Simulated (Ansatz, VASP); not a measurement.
Given: the input of a run of Ansatz 0.2.0 on MnSb4. Atoms were shifted at random by some hundredths of an Å from the given cell, which wasn't relaxed again for these runs. The cell comes from a database or a generator and needn't be the stable form of this composition.

Contents of input.yaml:

```yaml
crystal:
  lattice:
    - [3.0805, 0.0, 0.0]
    - [0.0, 3.0805, 0.0]
    - [0.0, 0.0, 14.994203]
  atoms:
    - { symbol: Sb, position: [-0.007649, 0.006794, 0.820532] }
    - { symbol: Sb, position: [-0.001716, 0.010822, 0.601243] }
    - { symbol: Sb, position: [0.005345, -0.008261, 0.402282] }
    - { symbol: Sb, position: [-0.003716, 0.003685, 0.183267] }
    - { symbol: Mn, position: [-0.014518, -0.003227, 0.000815], spin: 4.0 }
hamiltonian:
  xc: pbe
  pseudopotentials: { kind: paw }
magnetization:
  spin_polarized: true
kpoints:
  mp_grid: { grid: [9, 9, 2] }
scf:
  occupations: { method: fermi_dirac, width: 0.05 }
output:
  forces: true
  stress: true
  eigenvalues: true
  write_density: true
  write_potential: true
  elf: true
  volumetric_format: npy
```

Potentials or basis: Ansatz PAW.

The run is started by

```bash
$ ansatz run input.yaml --threads 2 --pin off --max-ram 5120MiB --backend cpu --events-out ev --progress --plain --runs-dir out
```

**Question.** What does the same run look like in VASP 6.6.1? Potentials or basis there: PBE PAW files Mn_pv, Sb, 520 eV.

**Answer.** As run (cutoffs and basis follow the program's own potentials, and thresholds, step limits or extra output files can differ):

The input INCAR:

```
SYSTEM = MnSb4
ALGO = Normal
EDIFF = 1E-7
ENCUT = 520
GGA = PE
ISIF = 2
ISMEAR = -1
ISPIN = 2
LASPH = .TRUE.
LCHARG = .TRUE.
LELF = .TRUE.
LMAXMIX = 4
LORBIT = 11
LREAL = .FALSE.
LVHAR = .TRUE.
LWAVE = .FALSE.
MAGMOM = 0 0 0 0 4
NBANDS = 28
NELM = 150
PREC = Accurate
SIGMA = 0.05
```

KPOINTS

```
k-points
0
G
  9 9 2
  0 0 0
```

The input POSCAR:

```
MnSb4
1.0
    3.0805000000      0.0000000000      0.0000000000
    0.0000000000      3.0805000000      0.0000000000
    0.0000000000      0.0000000000     14.9942030000
Sb Mn
4 1
Direct
   -0.0076490000      0.0067940000      0.8205320000
   -0.0017160000      0.0108220000      0.6012430000
    0.0053450000     -0.0082610000      0.4022820000
   -0.0037160000      0.0036850000      0.1832670000
   -0.0145180000     -0.0032270000      0.0008150000
```

Potentials or basis: VASP PAW PBE potentials, release 64 (Sb, Mn_pv).

Run with:

```console
$ cat potpaw_PBE.64/Sb/POTCAR potpaw_PBE.64/Mn_pv/POTCAR > POTCAR
$ mpirun -np 1 vasp_std > vasp.out
```

Both were run:

|  | Ansatz | VASP |
| --- | --- | --- |
| Pressure | -0.4 GPa | -0.4 GPa |
| Largest force | 0.107 eV/Å | 0.106 eV/Å |
| Net moment | 3.98 μB per cell | 3.98 μB per cell |

Ansatz's pressure holds a Pulay term of +0.04 GPa for its cutoff of 420 eV, which the other run lacks.

The potentials hold 75 and 33 valence electrons a cell.

Where Ansatz's input types no cutoff or centring, it takes its own default and a Γ-centred mesh.

The magnetic state is the one that the start led to; the real crystal's order can differ.

Pressure is positive in compression.
